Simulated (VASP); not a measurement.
All values below come from LDA (Ceperley-Alder, Perdew-Zunger), VASP's LDA PAW potentials (set 64) (plane waves; VASP 6.6.1).

VASP ran on this input.

POSCAR:
```
TiAl
1.0
  2.7069826452   0.0000000000   0.0000000000
  0.0000000000   2.7069826452   0.0000000000
  0.0000000000   0.0000000000   3.9024493298
Ti Al
1 1
Cartesian
  0.0000000000   0.0000000000   0.0000000000
  1.3534913226   1.3534913226   1.9512246649
```

**INCAR**
```
SYSTEM = TiAl
PREC = Accurate; ENCUT = 500; LREAL = .False.
LASPH = .True.
EDIFF = 1E-6; NELM = 100; ALGO = Normal
LMAXMIX = 4
ISMEAR = 1; SIGMA = 0.1
IBRION = 2; NSW = 40; ISIF = 3
EDIFFG = -0.02; PSTRESS = 100
LWAVE = .False.; LCHARG = .False.
```

File KPOINTS:
```
kpoints
0
Gamma
13 13 9
```

POTCAR, in this order: Ti_sv Al (LDA.64 set). Program: vasp_std.

The run wrote:

File OUTCAR:
```
 ion  position               nearest neighbor table
   1  0.000  0.000  0.000-   2 2.73   2 2.73   2 2.73   2 2.73   2 2.73   2 2.73   2 2.73   2 2.73
  LATTYP: Found a simple tetragonal cell.
 ALAT       =     2.7069826452
 C/A-ratio  =     1.4416233280
 Subroutine PRICEL returns:
 Original cell was already a primitive cell.
 Subroutine GETGRP returns: Found 16 space group operations
The static configuration has the point symmetry D_4h.
The dynamic configuration has the point symmetry D_4h.
 Subroutine INISYM returns: Found 16 space group operations
 Subroutine IBZKPT returns following result:
 Found    140 irreducible k-points:

 Following reciprocal coordinates:
            Coordinates               Weight
  0.000000  0.000000  0.000000      1.000000
  0.076923  0.000000  0.000000      4.000000
  0.153846  0.000000  0.000000      4.000000
  0.230769  0.000000  0.000000      4.000000
  0.307692  0.000000  0.000000      4.000000
  0.384615  0.000000  0.000000      4.000000
  0.461538  0.000000  0.000000      4.000000
  0.076923  0.076923  0.000000      4.000000
  0.153846  0.076923  0.000000      8.000000
  0.230769  0.076923  0.000000      8.000000
  0.307692  0.076923  0.000000      8.000000
  0.384615  0.076923  0.000000      8.000000
  0.461538  0.076923  0.000000      8.000000
  0.153846  0.153846  0.000000      4.000000
  0.230769  0.153846  0.000000      8.000000
  0.307692  0.153846  0.000000      8.000000
  0.384615  0.153846  0.000000      8.000000
  0.461538  0.153846  0.000000      8.000000
  0.230769  0.230769  0.000000      4.000000
  0.307692  0.230769  0.000000      8.000000
  0.384615  0.230769  0.000000      8.000000
  0.461538  0.230769  0.000000      8.000000
  0.307692  0.307692  0.000000      4.000000
  0.384615  0.307692  0.000000      8.000000
...
```

**OSZICAR**
```
       N       E                     dE             d eps       ncg     rms          rms(c)
DAV:   1     0.908263569529E+02    0.90826E+02   -0.74072E+03  3080   0.137E+03
DAV:   2    -0.909967351186E+01   -0.99926E+02   -0.97053E+02  3116   0.337E+02
DAV:   3    -0.147560989507E+02   -0.56564E+01   -0.54255E+01  4877   0.782E+01
DAV:   4    -0.149411633957E+02   -0.18506E+00   -0.18232E+00  3798   0.121E+01
DAV:   5    -0.149477860483E+02   -0.66227E-02   -0.66201E-02  4491   0.213E+00    0.108E+01
DAV:   6    -0.136565616216E+02    0.12912E+01   -0.10293E+01  3716   0.369E+01    0.343E+00
DAV:   7    -0.135368272761E+02    0.11973E+00   -0.88487E-01  3485   0.106E+01    0.228E+00
DAV:   8    -0.135232235454E+02    0.13604E-01   -0.11748E-01  3474   0.368E+00    0.464E-01
DAV:   9    -0.135228845315E+02    0.33901E-03   -0.22286E-02  3892   0.204E+00    0.245E-01
DAV:  10    -0.135230223269E+02   -0.13780E-03   -0.16633E-03  3697   0.447E-01    0.606E-02
DAV:  11    -0.135230201195E+02    0.22074E-05   -0.33582E-04  3909   0.220E-01    0.407E-02
DAV:  12    -0.135230205763E+02   -0.45688E-06   -0.26986E-05  3460   0.630E-02    0.117E-02
DAV:  13    -0.135230196079E+02    0.96839E-06   -0.10352E-06  2301   0.139E-02
   1 F= -.11738186E+02 E0= -.11737799E+02  d E =-.117382E+02
```

File OUTCAR:
```
------------------------ aborting loop because EDIFF is reached ----------------------------------------
  FORCE on cell =-STRESS in cart. coord.  units (eV):
  Direction    XX          YY          ZZ          XY          YZ          ZX
  --------------------------------------------------------------------------------------
  Total        1.7582446      1.7582446      1.8001287      0.0000000     -0.0000000      0.0000000
  in kB       98.5103041     98.5103041    100.8569707      0.0000000     -0.0000000      0.0000000
  external PRESSURE =      -0.7074737 kB  Pullay stress =     100.0000000 kB
  volume of cell :       28.60
      direct lattice vectors                 reciprocal lattice vectors
     2.706982645  0.000000000  0.000000000     0.369415002  0.000000000  0.000000000
     0.000000000  2.706982645  0.000000000     0.000000000  0.369415002  0.000000000
     0.000000000  0.000000000  3.902449330     0.000000000  0.000000000  0.256249323
 POSITION                                       TOTAL-FORCE (eV/Angst)
 -----------------------------------------------------------------------------------
      0.00000      0.00000      0.00000         0.000000      0.000000      0.000000
      1.35349      1.35349      1.95122         0.000000      0.000000      0.000000
 -----------------------------------------------------------------------------------
    total drift:                               -0.000000      0.000000     -0.000000
  FREE ENERGIE OF THE ION-ELECTRON SYSTEM (eV)
  ---------------------------------------------------
  free  energy   TOTEN  =       -13.5230196079 eV

  energy  without entropy=      -13.5218560228  energy(sigma->0) =      -13.52263175
  enthalpy is  TOTEN    =       -11.7381864178 eV   P V=        1.7848331901

 reached required accuracy - stopping structural energy minimisation
```
(Selected blocks of OUTCAR.)

The compound is TiAl in the L1_0 structure. It was relaxed first under an external pressure of 10 GPa. The electron count is odd and the run is not spin-polarised, which forces a metal.
